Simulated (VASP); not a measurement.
Here is the system:

```
CELL_PARAMETERS angstrom
      0.00000     3.24828     3.24828
      3.24828     0.00000     3.24828
      3.24828     3.24828     0.00000
ATOMIC_POSITIONS crystal
  Ag 0.00000 0.00000 0.00000
  I  0.25000 0.25000 0.25000
```

Method: PBE GGA with D3 dispersion (Becke-Johnson damping), VASP's PBE PAW potentials (set 64) (plane waves; VASP). Numerical set-up: 520 eV cut-off, Gaussian smearing of 0.050 eV, potentials Ag I.

Unless said otherwise, spin-orbit coupling is left out, though it shifts the bands of the heavy elements here.

Question: Give the energies of bands 2 to 12 at the high-symmetry points, in eV from the valence-band maximum.

Answer: 
```
band      Γ      X      U      L      W
----  -----  -----  -----  -----  -----
2     -4.21  -4.50  -4.29  -4.13  -4.15
3     -4.21  -3.71  -3.82  -4.04  -3.94
4     -4.21  -3.71  -3.70  -4.04  -3.71
5     -3.07  -2.98  -3.04  -3.04  -3.13
6     -3.07  -2.95  -3.04  -3.04  -2.84
7      0.00  -2.60  -2.79  -2.92  -2.76
8      0.00  -1.78  -2.00  -0.72  -2.14
9      0.00  -1.78  -1.42  -0.72  -1.63
10     1.34   3.62   3.94   2.76   4.76
11     5.75   3.85   5.00   6.23   5.23
12     5.75   8.50   7.67   6.23   6.40
```

The gap is direct, 1.34 eV, from the valence maximum at Γ to the conduction minimum at Γ.

The compound is AgI in the zinc blende structure, whereas wurtzite is the usual form. It was relaxed first.
